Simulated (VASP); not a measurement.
These are LDA (Ceperley-Alder, Perdew-Zunger), VASP's LDA PAW potentials (set 64) (plane waves; VASP) values and carry that method's errors.

VASP ran on this input.

### POSCAR
```
Re
1
    1.3691285632    -2.3714001218     0.0000000000
    1.3691285632     2.3714001218     0.0000000000
    0.0000000000     0.0000000000     4.4323192517
Re
2
Direct
  0.3333330000   0.6666670000   0.2500000000
  0.6666670000   0.3333330000   0.7500000000
```

INCAR:
```
IBRION  =  2   ! conjugate gradients
NELM  =  100
LASPH  =  T   ! aspherical one-centre terms
SIGMA  =  0.1   ! width (eV)
PREC  =  Accurate
EDIFF  =  1E-6   ! SCF stop (eV)
NSW  =  40   ! most ionic steps
SYSTEM  =  Re
LWAVE  =  F
LCHARG  =  F
EDIFFG  =  -0.02
LMAXMIX  =  6   ! l cut-off of mixed one-centre charges
ALGO  =  Normal   ! blocked Davidson
LREAL  =  F   ! projection in real space or not
PSTRESS  =  50
ISIF  =  3
ENCUT  =  500   ! plane-wave cut-off (eV)
ISMEAR  =  1   ! Methfessel-Paxton
```

KPOINTS:
```
Automatic mesh
0
Gamma
15 15 8
0 0 0
```

POTCAR, in this order: Re (LDA.64 set). Program: vasp_std.

Output

**OSZICAR**
```
       N       E                     dE             d eps       ncg     rms          rms(c)
DAV:   1     0.949069325948E+02    0.94907E+02   -0.60712E+03  3402   0.127E+03
DAV:   2    -0.209173461394E+02   -0.11582E+03   -0.10527E+03  4689   0.488E+02
DAV:   3    -0.286627899219E+02   -0.77454E+01   -0.67932E+01  4956   0.147E+02
DAV:   4    -0.289686379595E+02   -0.30585E+00   -0.27171E+00  5122   0.217E+01
DAV:   5    -0.289758557428E+02   -0.72178E-02   -0.70087E-02  5090   0.248E+00    0.446E+01
DAV:   6    -0.278919158084E+02    0.10839E+01   -0.10816E+00  5164   0.185E+01    0.192E+01
DAV:   7    -0.275404395642E+02    0.35148E+00   -0.74234E-01  5262   0.147E+01    0.415E-01
DAV:   8    -0.275296250161E+02    0.10815E-01   -0.87279E-03  5255   0.108E+00    0.187E-01
DAV:   9    -0.275288593814E+02    0.76563E-03   -0.40953E-04  4313   0.227E-01    0.392E-02
DAV:  10    -0.275288487788E+02    0.10603E-04   -0.62196E-05  4786   0.751E-02    0.236E-02
DAV:  11    -0.275288487891E+02   -0.10301E-07   -0.76243E-07  2780   0.215E-02
   1 F= -.26630656E+02 E0= -.26630728E+02  d E =-.266307E+02
       N       E                     dE             d eps       ncg     rms          rms(c)
DAV:   1    -0.274689819800E+02    0.59867E-01   -0.71446E+00  4347   0.760E+01    0.120E+01
DAV:   2    -0.273821096723E+02    0.86872E-01   -0.92344E-02  4631   0.691E+00    0.442E+00
DAV:   3    -0.273580270248E+02    0.24083E-01   -0.57020E-02  4837   0.487E+00    0.432E-01
DAV:   4    -0.273582986273E+02   -0.27160E-03   -0.11884E-03  5473   0.591E-01    0.227E-01
DAV:   5    -0.273584434262E+02   -0.14480E-03   -0.31365E-04  5430   0.326E-01    0.533E-02
DAV:   6    -0.273584570119E+02   -0.13586E-04   -0.14804E-05  5056   0.890E-02    0.633E-03
DAV:   7    -0.273584569510E+02    0.60819E-07   -0.19804E-07  2178   0.155E-02
   2 F= -.26517571E+02 E0= -.26517195E+02  d E =0.113085E+00
       N       E                     dE             d eps       ncg     rms          rms(c)
DAV:   1    -0.275988501401E+02   -0.24039E+00   -0.40149E+00  4455   0.473E+01    0.937E+00
DAV:   2    -0.275386743145E+02    0.60176E-01   -0.68905E-02  4499   0.591E+00    0.363E+00
DAV:   3    -0.275235665285E+02    0.15108E-01   -0.41041E-02  4723   0.398E+00    0.256E-01
DAV:   4    -0.275238248900E+02   -0.25836E-03   -0.54114E-04  5168   0.317E-01    0.111E-01
DAV:   5    -0.275239268943E+02   -0.10200E-03   -0.18368E-04  5427   0.212E-01    0.328E-02
DAV:   6    -0.275239374347E+02   -0.10540E-04   -0.10475E-05  4884   0.679E-02    0.930E-03
DAV:   7    -0.275239375594E+02   -0.12469E-06   -0.28392E-07  1953   0.181E-02
   3 F= -.26635981E+02 E0= -.26635983E+02  d E =-.532522E-02
```

OUTCAR:
```
------------------------ aborting loop because EDIFF is reached ----------------------------------------
  FORCE on cell =-STRESS in cart. coord.  units (eV):
  Direction    XX          YY          ZZ          XY          YZ          ZX
  --------------------------------------------------------------------------------------
  Total        0.8656473      0.8656472      0.8665666      0.0000000     -0.0000000      0.0000000
  in kB       48.7438026     48.7437980     48.7955661      0.0000000     -0.0000000      0.0000000
  external PRESSURE =      -1.2389444 kB  Pullay stress =      50.0000000 kB
  volume of cell :       28.45
      direct lattice vectors                 reciprocal lattice vectors
     1.363910438 -2.362362065 -0.000000000     0.366592986 -0.211652569  0.000000000
     1.363910438  2.362362065  0.000000000     0.366592986  0.211652569  0.000000000
     0.000000000  0.000000000  4.415397789    -0.000000000 -0.000000000  0.226480161
 POSITION                                       TOTAL-FORCE (eV/Angst)
 -----------------------------------------------------------------------------------
      1.36391      0.78746      1.10385         0.000000     -0.000000      0.000000
      1.36391     -0.78746      3.31155        -0.000000      0.000000      0.000000
 -----------------------------------------------------------------------------------
    total drift:                               -0.000000      0.000006     -0.000016
  FREE ENERGIE OF THE ION-ELECTRON SYSTEM (eV)
  ---------------------------------------------------
  free  energy   TOTEN  =       -27.5239375594 eV

  energy  without entropy=      -27.5239437653  energy(sigma->0) =      -27.52393963
  enthalpy is  TOTEN    =       -26.6359813131 eV   P V=        0.8879562464

 reached required accuracy - stopping structural energy minimisation
```
(Selected blocks of OUTCAR.)

### CONTCAR
```
Re
   1.00000000000000
     1.3639104383967542   -2.3623620649487727   -0.0000000000000000
     1.3639104383967542    2.3623620649487727    0.0000000000000000
     0.0000000000000000    0.0000000000000000    4.4153977886861115
  Re
     2
Direct
     0.3333330000000032    0.6666669999999968    0.2500000000000000
     0.6666669999999968    0.3333330000000032    0.7500000000000000
```

The compound is Re in the hcp structure. This run relaxes it under an external pressure of 5 GPa. Symmetry was kept, so distortions that lower it aren't found.
